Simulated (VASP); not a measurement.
# F2InH in VASP: a series of runs, part 2 of 2

VASP 6.6.1. Earlier steps stand in the parts before.

### 3 Single point, B3LYP+D3(BJ)

The input, POSCAR:

```
InHF2
1.0
   13.0000000000      0.0000000000      0.0000000000
    0.0000000000     12.0000000000      0.0000000000
    0.0000000000      0.0000000000     11.0000000000
F In H
2 1 1
Cartesian
    4.9954499400      5.1048500400      5.8625000500
    8.0305500600      4.7689500000      6.4319999700
    6.7335499400      5.8874499600      5.5323999500
    7.0551500500      7.2730500000      4.6360000500
```

The input, INCAR.step1:

```
ALGO = Normal ; EDIFF = 1E-5
ENCUT = 400 ; GGA = PE
ISIF = 2 ; ISMEAR = 0
LASPH = T ; LREAL = F
LWAVE = T ; NBANDS = 22
NELM = 60 ; PREC = Accurate
SIGMA = 0.01
```

The input, INCAR.step2:

```
AEXX = 0.2 ; AGGAC = 0.81
AGGAX = 0.72 ; ALDAC = 0.19
ALGO = Normal ; EDIFF = 1E-6
ENCUT = 400 ; GGA = B3
HFRCUT = -1 ; ISIF = 2
ISMEAR = 0 ; ISTART = 1
IVDW = 12 ; LASPH = T
LCHARG = T ; LELF = T
LHFCALC = T ; LREAL = F
LVACPOTAV = T ; LVHAR = T
LWAVE = F ; NBANDS = 22
NELM = 60 ; PREC = Accurate
PRECFOCK = Fast ; SIGMA = 0.01
```

The input, KPOINTS:

```
k-points
0
Gamma
  1 1 1
```

Potentials or basis: VASP PAW PBE potentials, release 64 (F_s, In_d, H_s).

The run is started by

```sh
$ cat potpaw_PBE.64/F_s/POTCAR potpaw_PBE.64/In_d/POTCAR potpaw_PBE.64/H_s/POTCAR > POTCAR
$ cp INCAR.step1 INCAR
$ mpirun -np 1 vasp_gam > vasp.out
$ cp INCAR.step2 INCAR
$ mpirun -np 1 vasp_gam > vasp.out
```

OUTCAR:

```text
AEXX = 0.2
   EDIFF = 1E-6
   ENCUT = 400
   GGA = B3
   ISIF = 2
   ISMEAR = 0
   ISTART = 1
   IVDW = 12
   LASPH = T
   LHFCALC = T
   LREAL = F
   NELM = 60
   PREC = Accurate
   PRECFOCK = Fast
 IVDW          = 12

 ion  position               nearest neighbor table
   1  0.384  0.425  0.533-   3 1.93
   2  0.618  0.397  0.585-   3 1.93
   3  0.518  0.491  0.503-   4 1.68   1 1.93   2 1.93
   4  0.543  0.606  0.421-   3 1.68

  LATTYP: Found a simple orthorhombic cell.
 ALAT       =    11.0000000000
 B/A-ratio  =     1.0909090909
 C/A-ratio  =     1.1818181818

  Lattice vectors:

 A1 = (   0.0000000000,   0.0000000000, -11.0000000000)
 A2 = (   0.0000000000,  12.0000000000,   0.0000000000)
 A3 = (  13.0000000000,   0.0000000000,   0.0000000000)

Analysis of symmetry for initial positions (statically):
=====================================================================
 Subroutine PRICEL returns:
 Original cell was already a primitive cell.

 Routine SETGRP: Setting up the symmetry group for a
 simple orthorhombic supercell.

 Subroutine GETGRP returns: Found  1 space group operations
 (whereof  1 operations were pure point group operations)
 out of a pool of  8 trial point group operations.

The static configuration has the point symmetry C_1 .

Analysis of symmetry for dynamics (positions and initial velocities):
=====================================================================
 Subroutine PRICEL returns:
 Original cell was already a primitive cell.

 Routine SETGRP: Setting up the symmetry group for a
 simple orthorhombic supercell.

 Subroutine GETGRP returns: Found  1 space group operations
 (whereof  1 operations were pure point group operations)
 out of a pool of  8 trial point group operations.

The dynamic configuration has the point symmetry C_1 .

 Subroutine INISYM returns: Found  1 space group operations
 (whereof  1 operations are pure point group operations),
 and found     1 'primitive' translations

----------------------------------------------------------------------------------------

                                     Primitive cell

  volume of cell :    1716.0000

  direct lattice vectors                    reciprocal lattice vectors
    13.000000000  0.000000000  0.000000000     0.076923077  0.000000000  0.000000000
     0.000000000 12.000000000  0.000000000     0.000000000  0.083333333  0.000000000
     0.000000000  0.000000000 11.000000000     0.000000000  0.000000000  0.090909091

  length of vectors
    13.000000000 12.000000000 11.000000000     0.076923077  0.083333333  0.090909091

  position of ions in fractional coordinates (direct lattice)
     0.384265380  0.425404170  0.532954550
     0.617734620  0.397412500  0.584727270
     0.517965380  0.490620830  0.502945450
     0.542703850  0.606087500  0.421454550

  ion indices of the primitive-cell ions
   primitive index   ion index
                 1           1
                 2           2
                 3           3
                 4           4

----------------------------------------------------------------------------------------

 KPOINTS: k-points

Automatic generation of k-mesh.
 Grid dimensions read from file:
 generate k-points for:    1    1    1

 Generating k-lattice:

  Cartesian coordinates                     Fractional coordinates (reciprocal lattice)
     0.076923077  0.000000000  0.000000000     1.000000000  0.000000000  0.000000000
     0.000000000  0.083333333  0.000000000     0.000000000  1.000000000  0.000000000
     0.000000000  0.000000000  0.090909091     0.000000000  0.000000000  1.000000000

  Length of vectors
     0.076923077  0.083333333  0.090909091

  Shift w.r.t. Gamma in fractional coordinates (k-lattice)
     0.000000000  0.000000000  0.000000000

 Subroutine IBZKPT returns following result:
 ===========================================

 Found      1 irreducible k-points:

 Following reciprocal coordinates:
            Coordinates               Weight
  0.000000  0.000000  0.000000      1.000000
   k-points           NKPTS =      1   k-points in BZ     NKDIM =      1   number of bands    NBANDS=     22
   number of dos      NEDOS =    301   number of ions     NIONS =      4
   total plane-waves  NPLWV = 518400
   dimension x,y,z NGX =    90 NGY =   80 NGZ =   72
   dimension x,y,z NGXF=   180 NGYF=  160 NGZF=  144
   ions per type =               2   1   1
   NGX,Y,Z   is equivalent  to a cutoff of  11.51, 11.08, 10.88 a.u.
   NGXF,Y,Z  is equivalent  to a cutoff of  23.02, 22.17, 21.76 a.u.
 SYSTEM =  unknown system
   PREC   = accura    normal or accurate (medium, high low for compatibility)
   ISTART =      1    job   : 0-new  1-cont  2-samecut
   ICHARG =      0    charge: 1-file 2-atom 10-const
   ISPIN  =      1    spin polarized calculation?
   LNONCOLLINEAR =      F non collinear calculations
   LSORBIT =      F    spin-orbit coupling
   LASPH  =      T    aspherical Exc in radial PAW
   ENCUT  =  400.0 eV  29.40 Ry    5.42 a.u.  21.20 19.57 17.94*2*pi/ulx,y,z
   NELM   =     60;   NELMIN=  2; NELMDL=  0     # of ELM steps
   EDIFF  = 0.1E-05   stopping-criterion for ELM
   LREAL  =      F    real-space projection
   EDIFFG = 0.1E-04   stopping-criterion for IOM
   NSW    =      0    number of steps for IOM
   IBRION =     -1    ionic relax: 0-MD 1-quasi-New 2-CG
   NFREE  =      0    steps in history (QN), initial steepest desc. (CG)
   ISIF   =      2    stress and relaxation
   ISYM   =      3    0-nonsym 1-usesym 2-fastsym
   POTIM  = 0.5000    time-step for ionic-motion
   TEBEG  =    0.0;   TEEND  =   0.0 temperature during run
   PSTRESS=    0.0 pullay stress
   NELECT =      28.0000    total number of electrons
   NUPDOWN=      -1.0000    fix difference up-down
   EMIN   =  10.00;   EMAX   =-10.00  energy-range for DOS
   EFERMI =   0.00;   METHOD = LEGACY
   ISMEAR =     0;   SIGMA  =   0.01  broadening in eV -4-tet -1-fermi 0-gaus
   EFERMI_NEDOS =   21; number of points for ismear=-14 and -15
   IALGO  =     38    algorithm
   IMIX   =      1    mixing-type and parameters
     AMIX     =   0.40;   BMIX     =  1.00
     AMIX_MAG =   1.60;   BMIX_MAG =  1.00
  volume/ion in A,a.u.               =     429.00      2895.03
  Fermi-wavevector in a.u.,A,eV,Ry     =   0.415230  0.784670  2.345858  0.172416
  Thomas-Fermi vector in A             =   1.374036
   LORBIT       =      0    0 simple, 1 ext, 2 COOP (PROOUT), +10 PAW based schemes
   GGA     = B3    functional components
   LHFCALC =     T    Hartree Fock is set to
   PRECFOCK=fast      Normal, Fast or Accurate (Low or Medium for compatibility)
   ENCUT4O =  -1.0   cutoff for four orbital integrals eV
   NKREDX  =     1    reduce k-point grid by
   NKREDY  =     1    reduce k-point grid by
   NKREDZ  =     1    reduce k-point grid by
   AEXX    =    0.2000 exact exchange contribution
   HFSCREEN=    0.0000 screening length (either q_TF or 0.3 A-1)
   HFSCREENC=   0.0000 screening length for correlation (either q_TF or 0.3 A-1)
   ENCUTFOCK=  -1.0 apply spherical cutoff to Coloumb kernel
   IVDW    =    12    specifies the selected vdW correction
   LEPSILON=     F    determine dielectric tensor
   LRPA    =     F    only Hartree local field effects (RPA)
 non-spin polarized calculation
 Gauss-broadening in eV      SIGMA  =   0.01
  energy-cutoff  :      400.00
  volume of cell :     1716.00
 maximum number of plane-waves:     15558
 NGX is ok and might be reduce to    90
  NGX = 48; NGY = 40; NGZ = 40

 number of electron      27.9999992 magnetization

 Free energy of the ion-electron system (eV)
  ---------------------------------------------------
  ext. energy  EPLUGINS =         0.00000000
  ---------------------------------------------------
  free energy    TOTEN  =       -17.98618185 eV

  energy without entropy =      -17.98618185  energy(sigma->0) =      -17.98618185

 E-fermi :  -9.3838     XC(G=0):  -0.5323

 val. band max:       -9.5097101073   @ k =   0.0000   0.0000   0.0000
 cond. band min:      -2.0559785727   @ k =   0.0000   0.0000   0.0000
 fundamental gap:      7.4537315345
 Fermi energy:        -9.3838172762

 k-point     1 :       0.0000    0.0000    0.0000
  band No.  band energies     occupation
      1     -30.3846      2.00000
      2     -30.3533      2.00000
      3     -21.9804      2.00000
      4     -21.8620      2.00000
      5     -21.8448      2.00000
      6     -21.7021      2.00000
[... 14 lines left out ...]
     21       1.1880      0.00000
     22       1.3267      0.00000

------------------------ aborting loop because EDIFF is reached ----------------------------------------

 Edisp (eV)   -0.07353

 E8    (eV) :    -0.0460

  FORCE on cell =-STRESS in cart. coord.  units (eV):
  Direction    XX          YY          ZZ          XY          YZ          ZX
  --------------------------------------------------------------------------------------
  -------------------------------------------------------------------------------------
  Total       1.24023     0.49836     0.16808    -0.00043    -0.45248     0.15694
  in kB       1.15797     0.46531     0.15693    -0.00040    -0.42247     0.14653
  external pressure =        0.59 kB  Pullay stress =        0.00 kB

 VOLUME and BASIS-vectors are now :
 -----------------------------------------------------------------------------
  energy-cutoff  :      400.00
  volume of cell :     1716.00
      direct lattice vectors                 reciprocal lattice vectors
    13.000000000  0.000000000  0.000000000     0.076923077  0.000000000  0.000000000
     0.000000000 12.000000000  0.000000000     0.000000000  0.083333333  0.000000000
     0.000000000  0.000000000 11.000000000     0.000000000  0.000000000  0.090909091

 POSITION                                       TOTAL-FORCE (eV/Angst)
 -----------------------------------------------------------------------------------
      4.99545      5.10485      5.86250        -0.513981     -0.253638      0.111116
      8.03055      4.76895      6.43200         0.374842     -0.344200      0.282806
      6.73355      5.88745      5.53240         0.127888      0.554696     -0.365180
      7.05515      7.27305      4.63600         0.011251      0.043142     -0.028742
 -----------------------------------------------------------------------------------
    total drift:                               -0.000249      0.002820     -0.006333

  FREE ENERGIE OF THE ION-ELECTRON SYSTEM (eV)
  ---------------------------------------------------
  free  energy   TOTEN  =       -18.0597101441 eV

  energy  without entropy=      -18.0597101441  energy(sigma->0) =      -18.05971014
```

It took 14 min on 1 thread of Intel Xeon Platinum 8175M at 2.50GHz (Skylake/Cascade Lake), shared host; peak memory 0.94 GiB.

What came out:

```yaml
Free_energy: -18.0597 eV
Largest_force: 0.676 eV/Å
Gap_between_the_frontier_levels: 7.45 eV
Dispersion_energy_per_atom: -0.018 eV
```

Forces in eV/Å, atoms in the order of the input:
```
F   -0.514 -0.254  0.111
F    0.375 -0.344  0.283
In   0.128  0.555 -0.365
H    0.011  0.043 -0.029
```

Caveat: the PAW data sets were made with another functional, which shifts forces and pressure a little; spin-orbit coupling is left out, which moves the levels of the heavy elements.
